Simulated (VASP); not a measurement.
All values below come from PBEsol GGA, VASP's PBE PAW potentials (set 64) (plane waves; VASP).

A VASP calculation is set up with these files.

### POSCAR
```
CdF2
1
    0.0000000000     2.6992737330     2.6992737330
    2.6992737330     0.0000000000     2.6992737330
    2.6992737330     2.6992737330    -0.0000000000
Cd F
1 2
Direct
  1.0000000000   1.0000000000   0.0000000000
  0.2500000000   0.2500000000   0.2500000000
  0.7500000000   0.7500000000   0.7500000000
```

### KPOINTS
```
Automatic mesh
0
Gamma
6 6 6
0 0 0
```

### INCAR
```
ALGO=Normal
EDIFF=1E-7
ENCUT=600
GGA=PS
ISIF=2
ISMEAR=0
LASPH=.True.
LCHARG=.False.
LMAXMIX=4
LREAL=.False.
LWAVE=.False.
NELM=100
PREC=Accurate
SIGMA=0.05
SYSTEM=CdF2
```

POTCAR, in this order: Cd F (PBE.64 set). Program: vasp_std.

The resulting files:

**OUTCAR**
```
 ion  position               nearest neighbor table
   1  0.000  0.000  0.000-   3 2.34   3 2.34   3 2.34   2 2.34   3 2.34   2 2.34   2 2.34   2 2.34
  LATTYP: Found a face centered cubic cell.
 ALAT       =     5.3985474660
 Subroutine PRICEL returns:
 Original cell was already a primitive cell.
 Subroutine GETGRP returns: Found 48 space group operations
The static configuration has the point symmetry O_h .
The dynamic configuration has the point symmetry O_h .
 Subroutine INISYM returns: Found 48 space group operations
 Subroutine IBZKPT returns following result:
 Found     16 irreducible k-points:

 Following reciprocal coordinates:
            Coordinates               Weight
  0.000000  0.000000  0.000000      1.000000
  0.166667  0.000000  0.000000      8.000000
  0.333333  0.000000  0.000000      8.000000
  0.500000  0.000000  0.000000      4.000000
  0.166667  0.166667  0.000000      6.000000
  0.333333  0.166667  0.000000     24.000000
  0.500000  0.166667  0.000000     24.000000
 -0.333333  0.166667  0.000000     24.000000
 -0.166667  0.166667  0.000000     12.000000
  0.333333  0.333333  0.000000      6.000000
...
```

### OSZICAR
```
       N       E                     dE             d eps       ncg     rms          rms(c)
DAV:   1     0.226073838853E+03    0.22607E+03   -0.17265E+04   544   0.173E+03
DAV:   2    -0.322390215891E+01   -0.22930E+03   -0.22350E+03   654   0.410E+02
DAV:   3    -0.129799177039E+02   -0.97560E+01   -0.97394E+01   578   0.944E+01
DAV:   4    -0.130327500417E+02   -0.52832E-01   -0.52827E-01   629   0.699E+00
DAV:   5    -0.130329448062E+02   -0.19476E-03   -0.19476E-03   566   0.356E-01    0.964E+00
DAV:   6    -0.115932627134E+02    0.14397E+01   -0.42747E+00   689   0.413E+01    0.739E+00
DAV:   7    -0.116184182897E+02   -0.25156E-01   -0.73087E-01   546   0.894E+00    0.438E+00
DAV:   8    -0.116072870315E+02    0.11131E-01   -0.17057E-01   598   0.421E+00    0.732E-01
DAV:   9    -0.115969709646E+02    0.10316E-01   -0.41640E-02   672   0.260E+00    0.110E-01
DAV:  10    -0.115974656579E+02   -0.49469E-03   -0.36103E-03   548   0.658E-01    0.965E-02
DAV:  11    -0.115975673561E+02   -0.10170E-03   -0.13447E-04   592   0.156E-01    0.499E-02
DAV:  12    -0.115975952598E+02   -0.27904E-04   -0.12463E-04   573   0.105E-01    0.166E-02
DAV:  13    -0.115975986627E+02   -0.34029E-05   -0.85177E-06   596   0.338E-02    0.400E-03
DAV:  14    -0.115975989435E+02   -0.28083E-06   -0.72103E-07   566   0.756E-03    0.196E-03
DAV:  15    -0.115975989304E+02    0.13124E-07   -0.14470E-07   399   0.357E-03
   1 F= -.11597599E+02 E0= -.11597599E+02  d E =-.192585E-20
```

File OUTCAR:
```
------------------------ aborting loop because EDIFF is reached ----------------------------------------
  FORCE on cell =-STRESS in cart. coord.  units (eV):
  Direction    XX          YY          ZZ          XY          YZ          ZX
  --------------------------------------------------------------------------------------
  Total       -0.0672535     -0.0672535     -0.0672535      0.0000000      0.0000000     -0.0000000
  in kB       -2.7393963     -2.7393963     -2.7393963      0.0000000      0.0000000     -0.0000000
  external PRESSURE =      -2.7393963 kB  Pullay stress =       0.0000000 kB
  volume of cell :       39.33
      direct lattice vectors                 reciprocal lattice vectors
     0.000000000  2.699273733  2.699273733    -0.185235011  0.185235011  0.185235011
     2.699273733  0.000000000  2.699273733     0.185235011 -0.185235011  0.185235011
     2.699273733  2.699273733  0.000000000     0.185235011  0.185235011 -0.185235011
 POSITION                                       TOTAL-FORCE (eV/Angst)
 -----------------------------------------------------------------------------------
      0.00000      0.00000      0.00000        -0.000000      0.000000     -0.000000
      1.34964      1.34964      1.34964        -0.000000     -0.000000      0.000000
      4.04891      4.04891      4.04891         0.000000      0.000000     -0.000000
 -----------------------------------------------------------------------------------
    total drift:                                0.000000     -0.000000      0.000000
  FREE ENERGIE OF THE ION-ELECTRON SYSTEM (eV)
  ---------------------------------------------------
  free  energy   TOTEN  =       -11.5975989304 eV

  energy  without entropy=      -11.5975989304  energy(sigma->0) =      -11.59759893
```
(Selected blocks of OUTCAR.)

The compound is CdF2 in the fluorite structure. It was relaxed first.
